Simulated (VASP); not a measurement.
Consider the following.

```
CELL_PARAMETERS angstrom
      1.77362    -3.07200     0.00000
      1.77362     3.07200     0.00000
      0.00000     0.00000    14.15860
ATOMIC_POSITIONS crystal
  Te 0.33333 0.66667 0.87689
  Te 0.66667 0.33333 0.37689
  Te 0.66667 0.33333 0.12311
  Te 0.33333 0.66667 0.62311
  Mo 0.33333 0.66667 0.25000
  Mo 0.66667 0.33333 0.75000
```

These are r2SCAN+rVV10, VASP's PBE PAW potentials (set 64) (plane waves; VASP 6.6.1) values and carry that method's errors. Run with 520 eV cut-off, 8×8×2 Γ-centred mesh, tetrahedra with Blöchl corrections, potentials Te Mo_sv.

The path is coarsely sampled, so an indirect gap can come out somewhat too large. Unless said otherwise, spin-orbit coupling is left out, though it shifts the bands of the heavy elements here.

Task: Give the energies of bands 17 to 30 at the high-symmetry points, in eV from the valence-band maximum.

Result: 
| band | Γ | M | K | A | L | H |
|---|---|---|---|---|---|---|
| 17 | -1.99 | -4.06 | -4.32 | -1.98 | -3.69 | -4.16 |
| 18 | -1.98 | -3.41 | -4.04 | -1.98 | -3.69 | -4.16 |
| 19 | -1.98 | -2.70 | -3.44 | -1.98 | -2.66 | -3.72 |
| 20 | -1.18 | -2.62 | -3.44 | -1.98 | -2.66 | -3.72 |
| 21 | -1.18 | -2.02 | -3.31 | -1.17 | -1.99 | -2.93 |
| 22 | -1.15 | -1.90 | -3.31 | -1.17 | -1.99 | -2.93 |
| 23 | -1.15 | -1.02 | -1.95 | -1.17 | -0.98 | -2.08 |
| 24 | -0.99 | -0.97 | -1.95 | -1.17 | -0.98 | -2.08 |
| 25 | -0.48 | -0.74 | -0.29 | -0.12 | -0.62 | -0.21 |
| 26 | 0.00 | -0.50 | -0.09 | -0.12 | -0.62 | -0.21 |
| 27 | 2.96 | 1.29 | 0.98 | 2.99 | 1.32 | 0.99 |
| 28 | 2.96 | 1.35 | 0.98 | 2.99 | 1.32 | 0.99 |
| 29 | 3.07 | 1.55 | 1.36 | 2.99 | 1.70 | 1.78 |
| 30 | 3.07 | 1.83 | 2.29 | 3.00 | 1.70 | 1.78 |

The gap is indirect, 0.85 eV, from the valence maximum at Γ to the conduction minimum at K-Γ at 0.40.

The compound is MoTe2 in the 2H layered structure. It was relaxed first.
